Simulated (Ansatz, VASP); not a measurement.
# Cross-check of Li4Ge2B between VASP and Ansatz, part 2 of 2

Aim: how closely do two programs agree when they are given the same cell, functional and k mesh? The cell is taken from a series of runs on this material, whose earlier steps may have relaxed, scaled, displaced or heated it; both programs get it as it stands. Valence electrons are named where the data sets of a main pair hold unlike numbers.

VASP 6.6.1 and Ansatz 0.2.0.

So far: Starting point; VASP: single point, PBE.

## (3) Ansatz: single point, PBE

Level of this step: Ansatz beside VASP: Kohn-Sham DFT, plane waves, PBE (Ansatz).

Ansatz runs on its default PAW (the set named soft_2) files.

The same cell, functional, mesh and smearing now go to Ansatz, which takes its cutoff from its data sets.

The input, input.yaml:

```yaml
crystal:
  lattice:
    - [4.46030298, 0.0, 0.0]
    - [-2.23015149, 3.86273569, 0.0]
    - [0.0, 0.0, 26.28280406]
  atoms:
    - { symbol: Ge, position: [0.33333333, 0.66666667, 0.28535768] }
    - { symbol: Ge, position: [0.33333333, 0.66666667, 0.38328936] }
    - { symbol: Ge, position: [0.0, 0.0, 0.51432604] }
    - { symbol: Ge, position: [0.0, 0.0, 0.6119391] }
    - { symbol: Li, position: [0.0, 0.0, 0.31301786] }
    - { symbol: Li, position: [0.66666667, 0.33333333, 0.33897034] }
    - { symbol: Li, position: [0.0, 0.0, 0.42426268] }
    - { symbol: Li, position: [0.66666667, 0.33333333, 0.45098188] }
    - { symbol: Li, position: [0.66666667, 0.33333333, 0.55127611] }
    - { symbol: Li, position: [0.33333333, 0.66666667, 0.57941407] }
    - { symbol: Li, position: [0.66666667, 0.33333333, 0.66182224] }
    - { symbol: Li, position: [0.33333333, 0.66666667, 0.70907797] }
    - { symbol: B, position: [0.33333333, 0.66666667, 0.48230143] }
    - { symbol: B, position: [0.0, 0.0, 0.68800226] }
hamiltonian:
  xc: pbe
  pseudopotentials: { kind: paw }
kpoints:
  mp_grid: { grid: [5, 5, 1] }
scf:
  occupations: { method: methfessel_paxton, width: 0.2 }
  n_extra_bands: 7
efield:
  axis: 3
  dipole_correction: true
  ramp_width: 0.04
output:
  forces: true
  eigenvalues: true
  write_density: true
  write_potential: true
  elf: true
  volumetric_format: npy
```

The run is started by

```bash
> ansatz run input.yaml --threads 4 --pin off --max-ram 9216MiB --backend cpu --events-out ev --progress --plain --runs-dir out
```

Numbers of over 12 decimals in the logs are rounded to 6 here.

What it wrote:

```text
scf.n_extra_bands = 7 over 43 filled bands (N_el = 86.0): the run solves 50 bands
Engine: ansatz 0.2.0, aarch64-unknown-linux-gnu
Pseudopotentials: kind: paw
Pseudopotential: Ge, paw, valence charge 14, recommended cutoff 420 eV (normal), Ge.paw.azcp
Pseudopotential: Li, paw, valence charge 3, recommended cutoff 420 eV (normal), Li.paw.azcp
Pseudopotential: B, paw, valence charge 3, recommended cutoff 420 eV (normal), B.paw.azcp
Functional definition: PBE
  parameter kappa = 0.804
  parameter beta = 0.066725
  exchange = pbe_x(kappa = kappa, mu = beta*pi^2/3)
  correlation = pbe_c(beta = beta)
Crystal: 14 atoms, lattice volume = 452.826 Å³
Basis set: ecut = 420 eV, 8925 PW (Γ), exchange–correlation on 60×60×360 points (8 copies of the dense FFT grid, shifted against one another)
Bands: 50, of which v1, the nominal top of the filled ones, is band 43 counted from 1 (42 counted from 0)
Symmetry: 6 space group operations
Space group: P3m1 (ITA 156), of the structure as read, at distance tolerance 7.7e-5 Å
k-points: 5 of 25 (time reversal used)
Non-local potential: Ge, projectors of the file, l = 0: 2, l = 1: 2, l = 2: 3, l = 3: 1
Non-local potential: Li, projectors of the file, l = 0: 3, l = 1: 2, l = 2: 1
Non-local potential: B, projectors of the file, l = 0: 2, l = 1: 2, l = 2: 1
PAW form: soft (Blöchl's): semilocal exchange-correlation on the pseudo side does not see the compensation charge
PAW one-centre angular grid: Ge, 590 points (default); XC on 64 Gauss nodes
PAW one-centre angular grid: Li, 110 points (default); XC on 64 Gauss nodes
PAW one-centre angular grid: B, 110 points (default); XC on 64 Gauss nodes
Initial density: superposition of atomic densities (neutral atoms: chi_scale 0, normalization atom), corrected by the library's trained network
Initial wavefunctions: pseudopotential atomic-orbital guess
Functional: x = pbe(κ = 0.804, μ = 0.219515), c = pbe(β = 0.066725)
SCF iter   1: F=—  HF=-19126.610833 eV  |F-HF|=—  |Δ(HF+E_count)|=         —  Δρ=2.67e-3  dr2=5.37e-1  ethr=1.77e-3  p=0.094 e·Å  D=3.74e-2 V/Å  ΔV_dip=-0.98 eV  dr2_dipole=6.27e-2  V_vac-E_F(+/−)=3.51/4.49 eV  ⟨swp⟩=8.8  Hψ=1008  notcnv=0
efield: sawtooth ramp at fractional position 0.9772 (placed from the atoms, in the widest stretch of the axis that holds none; the zero of the levels goes with the place), width 0.0400; the density the first Hamiltonian is built on has a dipole p = 0.094 e·Å; the dipole correction subtracts the counter field D = 3.74e-2 V/Å, which shifts the + side's vacuum level by -0.98 eV against the − side's; the planar-averaged density in the ramp window peaks in size at 7.0e-6 e/Å³
preconditioner: auto → LDOS  [metal: Δε(μ)=0.132 eV  Ē_g=5.622 eV  σ=0.200 eV  W_gap=0.47  n_scr=82 (ndim 8)  ℏωp=9.6 eV  f_vac=0.467  D(μ)=6.47/eV (n_scr^D=12)  β→1.0]
SCF iter   2: F=—  HF=-19126.587166 eV  |F-HF|=—  |Δ(HF+E_count)|=   2.37e-2  S|Δr|=    0.00e0  Δρ=1.58e-3  dr2=1.89e-2  ethr=6.24e-4  p=0.074 e·Å  D=2.97e-2 V/Å  ΔV_dip=-0.78 eV  dr2_dipole=1.45e-4  V_vac-E_F(+/−)=3.59/4.37 eV  ⟨swp⟩=1.6  Hψ=296  notcnv=0
SCF iter   3: F=—  HF=-19126.584946 eV  |F-HF|=—  |Δ(HF+E_count)|=   2.22e-3  S|Δr|=    0.00e0  Δρ=8.15e-4  dr2=8.18e-3  ethr=2.20e-5  p=0.074 e·Å  D=2.95e-2 V/Å  ΔV_dip=-0.78 eV  dr2_dipole=2.98e-5  V_vac-E_F(+/−)=3.59/4.36 eV  ⟨swp⟩=2.0  Hψ=426  notcnv=0
SCF iter   4: F=—  HF=-19126.582994 eV  |F-HF|=—  |Δ(HF+E_count)|=   1.95e-3  S|Δr|=    0.00e0  Δρ=1.73e-4  dr2=6.67e-4  ethr=9.51e-6  p=0.073 e·Å  D=2.90e-2 V/Å  ΔV_dip=-0.76 eV  dr2_dipole=3.37e-5  V_vac-E_F(+/−)=3.58/4.34 eV  ⟨swp⟩=2.0  Hψ=423  notcnv=0
SCF iter   5: F=—  HF=-19126.582999 eV  |F-HF|=—  |Δ(HF+E_count)|=   4.53e-6  S|Δr|=    0.00e0  Δρ=8.77e-5  dr2=1.07e-4  ethr=7.76e-7  p=0.072 e·Å  D=2.88e-2 V/Å  ΔV_dip=-0.76 eV  dr2_dipole=2.03e-5  V_vac-E_F(+/−)=3.58/4.34 eV  ⟨swp⟩=2.0  Hψ=375  notcnv=0
SCF iter   6: F=—  HF=-19126.582986 eV  |F-HF|=—  |Δ(HF+E_count)|=   1.24e-5  S|Δr|=    0.00e0  Δρ=3.21e-5  dr2=1.71e-5  ethr=1.24e-7  p=0.072 e·Å  D=2.88e-2 V/Å  ΔV_dip=-0.76 eV  dr2_dipole=7.06e-6  V_vac-E_F(+/−)=3.58/4.33 eV  ⟨swp⟩=2.0  Hψ=395  notcnv=0
SCF iter   7: F=—  HF=-19126.583040 eV  |F-HF|=—  |Δ(HF+E_count)|=   5.33e-5  S|Δr|=    0.00e0  Δρ=1.06e-5  dr2=9.99e-7  ethr=1.98e-8  p=0.072 e·Å  D=2.87e-2 V/Å  ΔV_dip=-0.76 eV  dr2_dipole=8.04e-8  V_vac-E_F(+/−)=3.58/4.33 eV  ⟨swp⟩=2.0  Hψ=398  notcnv=0
SCF iter   8: F=—  HF=-19126.583040 eV  |F-HF|=—  |Δ(HF+E_count)|=   4.78e-7  S|Δr|=    0.00e0  Δρ=4.25e-6  dr2=1.46e-7  ethr=1.16e-9  p=0.072 e·Å  D=2.87e-2 V/Å  ΔV_dip=-0.76 eV  dr2_dipole=1.09e-8  V_vac-E_F(+/−)=3.58/4.33 eV  ⟨swp⟩=2.8  Hψ=477  notcnv=0
SCF iter   9: F=-19126.583040 eV  HF=-19126.583040 eV  |F-HF|=7.55e-9  |Δ(HF+E_count)|=   1.11e-7  S|Δr|=    0.00e0  Δρ=1.83e-6  dr2=2.40e-8  ethr=1.16e-10  p=0.072 e·Å  D=2.87e-2 V/Å  ΔV_dip=-0.76 eV  dr2_dipole=7.62e-12  V_vac-E_F(+/−)=3.58/4.33 eV  ⟨swp⟩=16.8  Hψ=1919  notcnv=0
SCF 1 converged in 9 iterations: F = -19126.583040 eV  dr2 = 2.40e-8
  greatest PAW one-centre occupation: 1.000 electrons in one spin orbital (limit 2), on the Li atom at site 6 (counted from 0), in its partial waves of l = 0
WARN: The input density's exchange-correlation potential varies sharply where the density is thin. Do not read a vacuum level from v_tot or v_xc, or from such a field of the output density. On a cell that repeats whose density bears no net charge and no dipole along the vacuum's axis use v_es (v_loc + v_h of the components); under efield.dipole_correction with no amplitude use v_es + v_field, which holds any external [...]
SCF converged after 9 iterations
Stability not checked: this state was not tested for a lower state beside it, because cold or Methfessel-Paxton smearing, or corrected tetrahedra, fill the levels in a way that the test cannot read (fill_not_monotonic; see scf.lower_state_search)
Free energy (F): -19126.583040 eV
Harris-Foulkes:  -19126.583040 eV  (|F-HF|=7.55e-9)
Internal energy: -19126.562637 eV  (E = F + TS)
E sigma→0 (E₀):  -19126.577939 eV
Entropy (-TS):   -0.020403 eV (-1.457 meV/atom)
Fermi energy:    0.574396 eV
Dipole field:    D = 0.028749 V/Å  (p = 0.071943 e·Å, saw-weighted, corrected)
Work function:   Φ+ = 3.5774 eV   Φ− = 4.3330 eV
Levels:          The Fermi level and band energies are counted from a zero that moves with the ramp; work functions are not
--- Per-component energies (eV) ---
  E_band       = -1790.076393
  E_kinetic    = 691.810976
  E_local      = -61197.429437  (includes V_loc(G=0)·N_el)
  E_nonlocal   = 1428.430982
  E_hartree    = 29532.344489
  E_xc         = -443.349125
  E_vxc        = -433.149909  (∫ρ·V_xc dr)
  E_paw        = -8397.470430  (= ΣΔE_a)
  E_vpaw       = -1345.970511  (= ΣTr[D̂ρ^β])
  E_aug_tail   = 0.001311  (compensation charges beyond the density's cutoff)
  E_efield     = 0.001034  (sawtooth field / dipole correction)
  E_vefield    = 1.539390  (∫n·V_field dr)
  E_ewald      = 19259.097562
  E_smearing   = -0.020403  (= −TS)
  E_closure    = 0.000000  (closes the sum)
  Σ components = -19126.583040   (vs F -19126.583040, Δ=0.00e0)
--- Forces (eV/Å), atoms counted from 1 ---
  atom   1  Ge     0.00000000     0.00000000     0.77487638
  atom   2  Ge     0.00000000    -0.00000000     0.31663024
  atom   3  Ge     0.00000000    -0.00000000     0.05415233
  atom   4  Ge     0.00000000    -0.00000000     0.09604398
  atom   5  Li    -0.00000000     0.00000000     0.03282532
  atom   6  Li     0.00000000    -0.00000000     0.01363716
  atom   7  Li    -0.00000000     0.00000000    -0.77793717
  atom   8  Li     0.00000000    -0.00000000    -0.02265735
  atom   9  Li    -0.00000000     0.00000000     0.02503930
  atom  10  Li     0.00000000    -0.00000000     0.02604850
  atom  11  Li    -0.00000000     0.00000000    -0.00937222
  atom  12  Li     0.00000000    -0.00000000    -0.00744223
  atom  13  B      0.00000000     0.00000000    -0.36845894
  atom  14  B     -0.00000000    -0.00000000    -0.15340126
  max |Σ_I F_I| component: 1.60e-5 eV/Å
--- Band table (eV; the first three rows and the last of 5) ---
  k-point 0: bands = [... 39 lower, -0.1040, 0.4855, 0.4855, 0.7950, 1.3287, 1.3287, 1.9504, 2.6386, ... 3 higher]
  k-point 1: bands = [... 39 lower, -0.5156, 0.0043, 0.1221, 0.8310, 1.1423, 1.5592, 1.6157, 2.4170, ... 3 higher]
  k-point 2: bands = [... 39 lower, -1.0423, -0.5293, -0.4885, -0.0045, 0.5275, 1.2004, 1.4567, 2.0044, ... 3 higher]
  k-point 4: bands = [... 39 lower, -1.3740, -1.1411, -0.5115, 0.1375, 0.5233, 0.8007, 1.5637, 1.8803, ... 3 higher]
```

The column dr2 measures how far the density is from self-consistency, as an energy; F and HF (Harris–Foulkes) agree once it is small.

## (4) Comparison

Known differences besides the potentials themselves: the cutoff is 420 eV in Ansatz and 700 eV in VASP; VASP leaves aspherical gradient terms in its spheres out (LASPH is not set), Ansatz keeps them. Total energies have different zeros and are not compared.

The two programs side by side:

```
                                   quantity  Ansatz  VASP  difference
 work function, lower of the two faces (eV)    3.58  3.58        0.00
work function, higher of the two faces (eV)    4.33  4.34        0.00
```

Forces on 7 of the 14 atoms, those with the largest forces and the largest differences (eV/Å; atoms numbered as in POSCAR):

```
atom        Ansatz x, y, z          VASP x, y, z
 Ge1   0.000, 0.000, 0.775   0.000, 0.000, 0.765
 Ge2   0.000, 0.000, 0.317   0.000, 0.000, 0.325
 Ge3   0.000, 0.000, 0.054   0.000, 0.000, 0.052
 Ge4   0.000, 0.000, 0.096   0.000, 0.000, 0.106
 Li7  0.000, 0.000, -0.778  0.000, 0.000, -0.783
 B13  0.000, 0.000, -0.368  0.000, 0.000, -0.369
 B14  0.000, 0.000, -0.153  0.000, 0.000, -0.155
```

The forces differ by 2.7 meV/Å r.m.s., which is 1.4 % of the r.m.s. force of 0.188 eV/Å (both taken over all components). With vacuum in the cell, a pressure given here is an average over mostly empty space and none of the material.

## (5) Other set-ups

Further runs change the set-up of one program: Ansatz's method, potentials or start, or VASP's data sets, cutoff or form of LDA. The table gives Ansatz less VASP for each quantity, since a change that brings one quantity closer may part another.

```
                                                                run  r.m.s. force difference (meV/Å)  work function, lower of the two faces (eV)  work function, higher of the two faces (eV)
                                                           as above                              2.7                                     -0.0017                                      -0.0031
VASP with the data sets Ge_h, Li_sv and B_h and a cutoff of 1120 eV                              4.0                                     -0.0018                                      -0.0022
```

## (6) Outcome

- r.m.s. force difference (single point, PBE): 2.7 meV/Å

What this shows: The r.m.s. force difference is 2.7 meV/Å (single point, PBE), within the 12 meV/Å picked in this series as the mark of a large difference. Single point, PBE, VASP with the data sets Ge_h, Li_sv and B_h and a cutoff of 1120 eV: r.m.s. force difference goes from 2.7 to 4.0 meV/Å; the difference in work function, higher of the two faces goes from -0.0031 to -0.0022 eV. Such differences can come from data sets, numerical settings and the points named under the comparisons, not from the functional's error against experiment.

[Lines on the potential files, build, host, timing and source positions are cut from VASP's logs without a mark.]

[Logs are printed without paths, hosts, clocks, repeated set-up lines and the standing remarks that a program may print on its own settings, such as how far it seeks lower states.]

[Hosts, paths, dates, database ids (printed as entryN), source tags and the programs' standing remarks are cut or masked in the printed files.]
